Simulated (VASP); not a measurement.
Method: SCAN meta-GGA, VASP's PBE PAW potentials (set 64) (plane waves; VASP).

The input files of a VASP run:

### INCAR
```
# general
SYSTEM   =  MgI2
PREC     =  Accurate
ENCUT    =  400
LREAL    =  .False.
LASPH    =  .True.

# electronic loop
EDIFF    =  1E-6
NELM     =  100
ALGO     =  Normal
LMAXMIX  =  4
LMIXTAU  =  .True.

# smearing
ISMEAR   =  0
SIGMA    =  0.05

# functional
METAGGA  =  SCAN

# ions
ISIF     =  2

# output
LWAVE    =  .False.
LCHARG   =  .False.
```

File KPOINTS:
```
K-points
0
Gamma
6 6 3
0 0 0
```

### POSCAR
```
MgI2
1
    2.0750000000    -3.5940050000     0.0000000000
    2.0750000000     3.5940050000     0.0000000000
    0.0000000000     0.0000000000     6.8600000000
Mg I
1 2
Direct
  0.0000000000   0.0000000000   0.0000000000
  0.3333330000   0.6666670000   0.2420000000
  0.6666670000   0.3333330000   0.7580000000
```

POTCAR, in this order: Mg I (PBE.64 set). Program: vasp_std.

Problem. Predict the energy per atom (σ→0).

Solution. 
```json
{
  "energy per atom (σ→0)": "-27.295 eV/atom"
}
```

File OSZICAR:
```
...
DAV:  22    -0.818856682135E+02   -0.11692E-05   -0.74466E-07   284   0.104E-02    0.336E-02
DAV:  23    -0.818856736621E+02   -0.54486E-05   -0.12186E-06   280   0.135E-02    0.263E-02
DAV:  24    -0.818856764769E+02   -0.28148E-05   -0.38003E-07   280   0.776E-03    0.223E-02
DAV:  25    -0.818856812674E+02   -0.47905E-05   -0.23729E-07   216   0.446E-03    0.144E-02
DAV:  26    -0.818856836058E+02   -0.23384E-05   -0.15344E-07   216   0.448E-03    0.942E-03
DAV:  27    -0.818856854005E+02   -0.17947E-05   -0.55809E-08   216   0.237E-03    0.724E-03
DAV:  28    -0.818856849849E+02    0.41560E-06   -0.94727E-08   216   0.353E-03
   1 F= -.81885685E+02 E0= -.81885685E+02  d E =-.155643E-12
```

The compound is MgI2 in the 1T layered structure. The cell was not relaxed at this level. The run is one of a series of settings (GGA removed, LMIXTAU = .TRUE., METAGGA = SCAN against the base run), some of them coarse on purpose.
